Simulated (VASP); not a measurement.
# Germanium: zone-centre modes, functional by functional, part 2 of 2

Aim: the vibrations of Germanium at the zone centre, at several levels of theory. The starting structure is a measured crystal structure from the Crystallography Open Database.

VASP 6.6.1.

Results so far: LDA T2g 292.8 cm⁻¹; LDA at the measured cell T2g 281.7 cm⁻¹; PBEsol T2g 284.4 cm⁻¹.

## Step 5: Modes with PBE

Level of this step: PBE; plane waves and PAW (Ge_d) (VASP).

PBE, the usual starting point, adds the gradient of the density. The cell comes from a relaxation at this level, not shown (47.55 Å³).

INCAR reads:

```
SYSTEM = Ge
PREC = Accurate
ENCUT = 450
EDIFF = 1E-08
NELM = 100
ISMEAR = 1
SIGMA = 0.15
LREAL = .FALSE.
ALGO = Normal
GGA = PE
NBANDS = 20
LORBIT = 11
LWAVE = .FALSE.
LCHARG = .FALSE.
KPAR = 2
IBRION = 8
ISIF = 2
```

POSCAR reads:

```
Ge
1.0
    0.0000000000      2.8754681388      2.8754681388
    2.8754681388      0.0000000000      2.8754681388
    2.8754681388      2.8754681388      0.0000000000
Ge
2
Direct
    0.7500000000      0.7500000000      0.7500000000
    0.5000000000      0.5000000000      0.5000000000
```

KPOINTS reads:

```
Automatic mesh
0
Gamma
12 12 12
0 0 0
```

Potentials, in the order of the species: Ge_d (PBE family, release 64).

The run is started by

```sh
$ mpirun -np 2 vasp_std
```

The program printed:

```text
[banner, memory and clock lines left out]
running    2 mpi-ranks, on    1 nodes
[...]
LDA part: xc-table for (Slater+PW92), standard interpolation
 POSCAR, INCAR and KPOINTS ok, starting setup
[...]
entering main loop
       N       E                     dE             d eps       ncg     rms          rms(c)
DAV:   1     0.178797948454E+03    0.17880E+03   -0.13969E+04  3024   0.351E+03
DAV:   2     0.161888503717E+02   -0.16261E+03   -0.15849E+03  2880   0.561E+02
DAV:   3    -0.831679127127E+01   -0.24506E+02   -0.24355E+02  3268   0.142E+02
DAV:   4    -0.909434876145E+01   -0.77756E+00   -0.77710E+00  3228   0.298E+01
[...]
DAV:  12    -0.903447608054E+01   -0.72107E-07   -0.57751E-07  3648   0.146E-02    0.406E-04
DAV:  13    -0.903447600987E+01    0.70673E-07   -0.32675E-08  3132   0.218E-03    0.134E-04
DAV:  14    -0.903447600841E+01    0.14579E-08   -0.26042E-09  1952   0.553E-04
   1 F= -.90344760E+01 E0= -.90345177E+01  d E =0.125141E-03
 Linear response reoptimize wavefunctions to high precision
DAV:   1    -0.903447601278E+01   -0.43665E-08   -0.35301E-10  1848   0.249E-04
DAV:   2    -0.903447601279E+01   -0.10004E-10   -0.86777E-11  1632   0.111E-04
 Linear response DOF=           1
 Linear response progress:
  Degree of freedom:   1/  1
       N       E                     dE             d eps       ncg     rms          rms(c)
RMM:   1    -0.186712392541E+00   -0.18671E+00    0.79069E+00 13789   0.436E+01
RMM:   2    -0.193779939683E+00   -0.70675E-02   -0.12274E-02 18183   0.102E+00    0.693E-02
RMM:   3    -0.193797075704E+00   -0.17136E-04   -0.89281E-04 19138   0.308E-01    0.405E-02
RMM:   4    -0.193697402546E+00    0.99673E-04   -0.47765E-05 20378   0.780E-02    0.471E-03
[...]
RMM:  12    -0.193711194006E+00   -0.27223E-07   -0.69669E-09 22199   0.485E-05    0.250E-06
RMM:  13    -0.193711215776E+00   -0.21771E-07    0.12721E-08 21801   0.367E-05    0.669E-07
RMM:  14    -0.193711224034E+00   -0.82574E-08    0.86206E-09 20818   0.306E-05    0.768E-08
 first order change of Fermi-energy   0.14959E-03
 force on displaced ion       1 direction 1 :  -9.936  -0.000  -0.000
 Linear response finished
```

It took 2.6 min on 2 MPI ranks of Intel Xeon Platinum 8488C (Sapphire Rapids), shared host; peak memory 0.95 GiB; 5.2 min of CPU time.

OUTCAR, selected parts (step 5):

```text
  Total       -0.0035374     -0.0035374     -0.0035374     -0.0000000      0.0000000      0.0000000
  in kB       -0.1191889     -0.1191889     -0.1191889     -0.0000000      0.0000000      0.0000000
  external PRESSURE =      -0.1191889 kB  Pullay stress =       0.0000000 kB

 POSITION                                       TOTAL-FORCE (eV/Angst)
 -----------------------------------------------------------------------------------
      4.31320      4.31320      4.31320        -0.000000     -0.000000     -0.000000
      2.87547      2.87547      2.87547         0.000000      0.000000      0.000000
 -----------------------------------------------------------------------------------
    total drift:                                0.000000      0.000000      0.000000

[... 1 part as in an earlier step ...]

[... 1 further part left out ...]
```

With PBE the mode is T2g 272.8 cm⁻¹, -20.0 cm⁻¹ from LDA.

## Step 6: Modes with PBEsol + D3(BJ)

D3 with Becke-Johnson damping keeps a finite attraction at short range. The cell comes from a relaxation at this level, not shown (44.25 Å³).

INCAR: that of step 5 with these lines changed.

```diff
@@ -9,3 +9,4 @@
 ALGO = Normal
-GGA = PE
+GGA = PS
+IVDW = 12
 NBANDS = 20
@@ -15,3 +16,6 @@
 KPAR = 2
-IBRION = 8
+IBRION = 6
+NFREE = 2
+POTIM = 0.015
+NSW = 1
 ISIF = 2
```

POSCAR reads:

```
Ge
1.0
    0.0000000000      2.8074004519      2.8074004519
    2.8074004519      0.0000000000      2.8074004519
    2.8074004519      2.8074004519      0.0000000000
Ge
2
Direct
    0.7500000000      0.7500000000      0.7500000000
    0.5000000000      0.5000000000      0.5000000000
```

KPOINTS is that of step 5.

The run is started by

```sh
$ mpirun -np 2 vasp_std
```

The program printed:

```text
[banner, memory and clock lines left out]
running    2 mpi-ranks, on    1 nodes
[...]
[... a notice as in an earlier step ...]

 LDA part: xc-table for (Slater+PW92), standard interpolation
 POSCAR, INCAR and KPOINTS ok, starting setup
[...]
entering main loop
       N       E                     dE             d eps       ncg     rms          rms(c)
DAV:   1     0.175856535328E+03    0.17586E+03   -0.13824E+04  3092   0.355E+03
DAV:   2     0.144482387928E+02   -0.16141E+03   -0.15708E+03  2888   0.560E+02
DAV:   3    -0.929030195708E+01   -0.23739E+02   -0.23587E+02  3256   0.139E+02
DAV:   4    -0.100135103948E+02   -0.72321E+00   -0.72281E+00  3248   0.291E+01
[...]
DAV:  13    -0.986686580942E+01    0.31828E-07   -0.20905E-08  2952   0.147E-03    0.118E-04
DAV:  14    -0.986686578250E+01    0.26921E-07   -0.36106E-09  1872   0.114E-03    0.198E-05
DAV:  15    -0.986686578467E+01   -0.21710E-08   -0.66735E-10  1676   0.278E-04
   1 F= -.10425970E+02 E0= -.10426062E+02  d E =0.276431E-03
[...]
DAV:   5    -0.986553836197E+01    0.11653E-06   -0.12242E-06 13692   0.156E-02    0.751E-04
DAV:   6    -0.986553835700E+01    0.49713E-08   -0.74080E-08 12316   0.275E-03
   2 F= -.10424645E+02 E0= -.10424728E+02  d E =0.251636E-03
 Finite differences progress:
  Degree of freedom:   1/  1
  Displacement:        1/  2
  Total:               1/  2
[...]
N       E                     dE             d eps       ncg     rms          rms(c)
DAV:   1    -0.986290533180E+01    0.26330E-02   -0.23982E+00 12880   0.122E+01    0.111E-01
DAV:   2    -0.986555514026E+01   -0.26498E-02   -0.27909E-02 12300   0.168E+00    0.657E-02
DAV:   3    -0.986553976081E+01    0.15379E-04   -0.65843E-04 16100   0.285E-01    0.134E-02
DAV:   4    -0.986553894898E+01    0.81183E-06   -0.30761E-05 13460   0.596E-02    0.418E-03
DAV:   5    -0.986553851894E+01    0.43004E-06   -0.24353E-06 15008   0.195E-02    0.977E-04
DAV:   6    -0.986553854087E+01   -0.21932E-07   -0.26211E-07 12436   0.581E-03    0.359E-04
DAV:   7    -0.986553854814E+01   -0.72669E-08   -0.23549E-08 10520   0.134E-03
   3 F= -.10424645E+02 E0= -.10424729E+02  d E =0.251620E-03
 Finite differences progress:
  Degree of freedom:   1/  1
  Displacement:        2/  2
  Total:               2/  2
```

Wall time 1.8 min (2 MPI ranks); peak memory 0.76 GiB.

OUTCAR, selected parts (step 6):

```text
 Edisp (eV)   -0.55911

 Edisp (eV)   -0.55911

  Total      -0.01173    -0.00941    -0.00941     0.00000     0.13959     0.00000
  in kB      -0.42473    -0.34066    -0.34066     0.00000     5.05389     0.00000
  external pressure =       -0.37 kB  Pullay stress =        0.00 kB

 POSITION                                       TOTAL-FORCE (eV/Angst)
 -----------------------------------------------------------------------------------
      4.19610      4.21110      4.21110         0.176557      0.000000      0.000000
      2.80740      2.80740      2.80740        -0.176557     -0.000000     -0.000000
 -----------------------------------------------------------------------------------
    total drift:                                0.001677      0.000001      0.000000

  FREE ENERGIE OF THE ION-ELECTRON SYSTEM (eV)
  ---------------------------------------------------
  free  energy   TOTEN  =       -10.4246447796 eV

  energy  without entropy=      -10.4248963993  energy(sigma->0) =      -10.42472865

[... 1 part as in an earlier step ...]

[... 2 further parts left out ...]
[key lines of the parts left out:]
E-fermi :   5.1737
```

The last energy, forces and stress in OUTCAR belong to the last displaced cell, not to that of POSCAR.

With PBEsol + D3(BJ) the mode is T2g 296.9 cm⁻¹, +4.1 cm⁻¹ from LDA.

## Step 7: Modes with r2SCAN

r2SCAN adds the kinetic-energy density, costs more than a GGA and is run with LASPH. The cell comes from a relaxation at this level, not shown (45.51 Å³).

INCAR: that of step 6 with these lines changed.

```diff
@@ -9,4 +9,4 @@
 ALGO = Normal
-GGA = PS
-IVDW = 12
+METAGGA = R2SCAN
+LASPH = .TRUE.
 NBANDS = 20
```

POSCAR reads:

```
Ge
1.0
    0.0000000000      2.8338237967      2.8338237967
    2.8338237967      0.0000000000      2.8338237967
    2.8338237967      2.8338237967      0.0000000000
Ge
2
Direct
    0.7500000000      0.7500000000      0.7500000000
    0.5000000000      0.5000000000      0.5000000000
```

KPOINTS is that of step 6.

The run is started by

```sh
$ mpirun -np 2 vasp_std
```

The program printed:

```text
[banner, memory and clock lines left out]
running    2 mpi-ranks, on    1 nodes
[...]
[... a notice as in an earlier step ...]

 LDA part: xc-table for (None), standard interpolation
 POSCAR, INCAR and KPOINTS ok, starting setup
[...]
entering main loop
       N       E                     dE             d eps       ncg     rms          rms(c)
DAV:   1     0.160054078780E+03    0.16005E+03   -0.14360E+04  3096   0.366E+03
DAV:   2    -0.537586346017E+01   -0.16543E+03   -0.16115E+03  2892   0.570E+02
DAV:   3    -0.296504462852E+02   -0.24275E+02   -0.24113E+02  3292   0.143E+02
DAV:   4    -0.304244700959E+02   -0.77402E+00   -0.77344E+00  3192   0.302E+01
[...]
DAV:  17    -0.277397263431E+02   -0.35290E-07   -0.25911E-10  1628   0.200E-04    0.236E-05
DAV:  18    -0.277397263601E+02   -0.17036E-07   -0.73924E-11  1604   0.114E-04    0.204E-06
DAV:  19    -0.277397263594E+02    0.74033E-09   -0.24575E-11  1612   0.621E-05
   1 F= -.27739726E+02 E0= -.27739800E+02  d E =0.220615E-03
[...]
DAV:   7    -0.277384577829E+02    0.44720E-08   -0.13048E-08  8320   0.169E-03
   2 F= -.27738458E+02 E0= -.27738513E+02  d E =0.166056E-03
 Finite differences progress:
  Degree of freedom:   1/  1
  Displacement:        1/  2
  Total:               1/  2
[...]
N       E                     dE             d eps       ncg     rms          rms(c)
DAV:   1    -0.277333362452E+02    0.51215E-02   -0.24184E+00 12644   0.124E+01    0.107E-01
DAV:   2    -0.277383437611E+02   -0.50075E-02   -0.30363E-02 11632   0.178E+00    0.637E-02
DAV:   3    -0.277384493308E+02   -0.10557E-03   -0.80211E-04 15236   0.318E-01    0.158E-02
DAV:   4    -0.277384566658E+02   -0.73351E-05   -0.42554E-05 13656   0.703E-02    0.487E-03
DAV:   5    -0.277384569623E+02   -0.29645E-06   -0.29866E-06 13652   0.194E-02    0.166E-03
DAV:   6    -0.277384570436E+02   -0.81333E-07   -0.33096E-07 12128   0.525E-03    0.672E-04
DAV:   7    -0.277384570709E+02   -0.27304E-07   -0.48534E-08 10680   0.211E-03    0.170E-04
DAV:   8    -0.277384570807E+02   -0.97580E-08   -0.95332E-09  7008   0.153E-03
   3 F= -.27738457E+02 E0= -.27738512E+02  d E =0.165932E-03
 Finite differences progress:
  Degree of freedom:   1/  1
  Displacement:        2/  2
  Total:               2/  2
```

It took 8.4 min on 2 MPI ranks; peak memory 0.75 GiB.

From OUTCAR (step 7):

```text
  Total        0.0112249      0.0122566      0.0122566      0.0000000      0.1249466      0.0000000
  in kB        0.3951333      0.4314528      0.4314528      0.0000000      4.3983176      0.0000000
  external PRESSURE =       0.4193463 kB  Pullay stress =       0.0000000 kB

 POSITION                                       TOTAL-FORCE (eV/Angst)
 -----------------------------------------------------------------------------------
      4.23574      4.25074      4.25074         0.173846      0.000000      0.000000
      2.83382      2.83382      2.83382        -0.173846      0.000000      0.000000
 -----------------------------------------------------------------------------------
    total drift:                                0.000552      0.000001      0.000003

  FREE ENERGIE OF THE ION-ELECTRON SYSTEM (eV)
  ---------------------------------------------------
  free  energy   TOTEN  =       -27.7384570807 eV

  energy  without entropy=      -27.7386230128  energy(sigma->0) =      -27.73851239

[... 1 part as in an earlier step ...]

[... 2 further parts left out ...]
[key lines of the parts left out:]
E-fermi :   4.8392
```

With r2SCAN the mode is T2g 294.6 cm⁻¹, +1.8 cm⁻¹ from LDA.

## Step 8: Modes with r2SCAN + rVV10

rVV10 adds a nonlocal correlation energy for dispersion. The cell comes from a relaxation at this level, not shown (45.03 Å³).

INCAR: that of step 7 with these lines changed.

```diff
@@ -10,2 +10,6 @@
 METAGGA = R2SCAN
+LUSE_VDW = .TRUE.
+IVDW_NL = 2
+BPARAM = 11.95
+CPARAM = 0.0093
 LASPH = .TRUE.
```

POSCAR reads:

```
Ge
1.0
    0.0000000000      2.8236766966      2.8236766966
    2.8236766966      0.0000000000      2.8236766966
    2.8236766966      2.8236766966      0.0000000000
Ge
2
Direct
    0.7500000000      0.7500000000      0.7500000000
    0.5000000000      0.5000000000      0.5000000000
```

KPOINTS is that of step 7.

The run is started by

```sh
$ mpirun -np 2 vasp_std
```

The program printed:

```text
[banner, memory and clock lines left out]
running    2 mpi-ranks, on    1 nodes
[...]
|                                                                             |
|               ----> ADVICE to this user running VASP <----                  |
|                                                                             |
|     You have switched on vdW-DFT.                                           |
|     This routine was written and supplied by Jiri Klimes. We recommend      |
|     that you carefully read and cite the following publications:            |
|       J. Klimes, D.R. Bowler, A. Michelides                                 |
|          J. Phys.: Cond Matt. 22 022201 (2010)                              |
|       J. Klimes, D.R. Bowler, A. Michelides                                 |
|          Phys. Rev. B. 83, 195131 (2011)                                    |
|     and references therein.                                                 |
|                                                                             |

[...]
DAV:   4    -0.269087253072E+02   -0.68816E-05   -0.41244E-05 13760   0.699E-02    0.484E-03
Total rVV10 correction in eV:      0.8267567    28.6230346
Total rVV10 correction in eV:      0.8267567    28.6230346
DAV:   5    -0.269087255389E+02   -0.23169E-06   -0.29143E-06 13848   0.194E-02    0.164E-03
Total rVV10 correction in eV:      0.8267565    28.6230346
Total rVV10 correction in eV:      0.8267565    28.6230346
DAV:   6    -0.269087256083E+02   -0.69364E-07   -0.31308E-07 12180   0.516E-03    0.663E-04
Total rVV10 correction in eV:      0.8267567    28.6230346
Total rVV10 correction in eV:      0.8267567    28.6230346
DAV:   7    -0.269087256319E+02   -0.23586E-07   -0.44175E-08 10696   0.210E-03    0.162E-04
Total rVV10 correction in eV:      0.8267564    28.6230346
Total rVV10 correction in eV:      0.8267564    28.6230346
DAV:   8    -0.269087256417E+02   -0.97853E-08   -0.93121E-09  6924   0.156E-03
Total rVV10 correction in eV:      0.8267565    28.6230346
Total rVV10 correction in eV:      0.8267565    28.6230346
Total rVV10 correction in eV:      0.8267564    28.6230346
Total rVV10 correction in eV:      0.8267564    28.6230346
   3 F= -.26908726E+02 E0= -.26908777E+02  d E =0.155542E-03
 Finite differences progress:
  Degree of freedom:   1/  1
  Displacement:        2/  2
  Total:               2/  2
```

Elapsed: 11 min, on 2 MPI ranks; peak memory 0.81 GiB; 22 min of CPU time.

OUTCAR, selected parts (step 8):

```text
  Total        0.0004423      0.0001634      0.0001634      0.0000000      0.1329142      0.0000000
  in kB        0.0157369      0.0058144      0.0058144      0.0000000      4.7294094      0.0000000
  external PRESSURE =       0.0091219 kB  Pullay stress =       0.0000000 kB

 POSITION                                       TOTAL-FORCE (eV/Angst)
 -----------------------------------------------------------------------------------
      4.22052      4.23552      4.23552         0.177077      0.000000      0.000000
      2.82368      2.82368      2.82368        -0.177077     -0.000000     -0.000000
 -----------------------------------------------------------------------------------
    total drift:                                0.000516     -0.000000      0.000001

  FREE ENERGIE OF THE ION-ELECTRON SYSTEM (eV)
  ---------------------------------------------------
  free  energy   TOTEN  =       -26.9087256417 eV

  energy  without entropy=      -26.9088811837  energy(sigma->0) =      -26.90877749

[... 1 part as in an earlier step ...]

[... 2 further parts left out ...]
[key lines of the parts left out:]
E-fermi :   4.9293
```

With r2SCAN + rVV10 the mode is T2g 297.3 cm⁻¹, +4.5 cm⁻¹ from LDA.

## Step 9: The runs compared

| run | T2g | method | core minutes |
| --- | --- | --- | --- |
| LDA | 292.8 | perturbation theory | 7.1 |
| LDA at the measured cell | 281.7 | perturbation theory | 7.07 |
| PBEsol | 284.4 | perturbation theory | 6.47 |
| PBE | 272.8 | perturbation theory | 5.27 |
| PBEsol + D3(BJ) | 296.9 | finite displacements | 3.53 |
| r2SCAN | 294.6 | finite displacements | 16.7 |
| r2SCAN + rVV10 | 297.3 | finite displacements | 22.1 |

Modes are in cm⁻¹, degenerate ones as one, matched between runs by symmetry and order. A number in brackets counts the listed modes of one symmetry from the lowest. The symmetry labels come from an automatic analysis and can be wrong where levels nearly coincide. Core minutes are wall time times ranks of the run shown, on a shared host.

## Step 10: What came out

```
T2g, LDA                      : 292.8 cm⁻¹
T2g, LDA at the measured cell : 281.7 cm⁻¹
T2g, PBEsol                   : 284.4 cm⁻¹
T2g, PBE                      : 272.8 cm⁻¹
T2g, PBEsol + D3(BJ)          : 296.9 cm⁻¹
T2g, r2SCAN                   : 294.6 cm⁻¹
T2g, r2SCAN + rVV10           : 297.3 cm⁻¹
```

What this shows: Among the runs matched mode by mode, on the cells relaxed at each level, the T2g mode of Germanium lies between 273 cm⁻¹ (PBE) and 297 cm⁻¹ (r2SCAN + rVV10). Taking the measured cell, +2.1 % in volume, instead of the one relaxed with LDA moves T2g by -11.1 cm⁻¹. Some levels use perturbation theory and the others finite displacements, so their times can't be compared. LASPH is on in some of these runs and off in others, which adds a little to the differences. The runs with LDA, LDA at the measured cell, PBEsol and PBE have no gap or one under 0.08 eV; such runs hang more on mesh and smearing. The frequencies are harmonic. Further runs on this material are not shown.

[Lines on the potential files, build, host, timing and source positions are cut from VASP's logs without a mark.]

[Logs are printed without paths, hosts, clocks, repeated set-up lines and the standing remarks that a program may print on its own settings, such as how far it seeks lower states.]

[Hosts, paths, dates, database ids (printed as entryN), source tags and the programs' standing remarks are cut or masked in the printed files.]
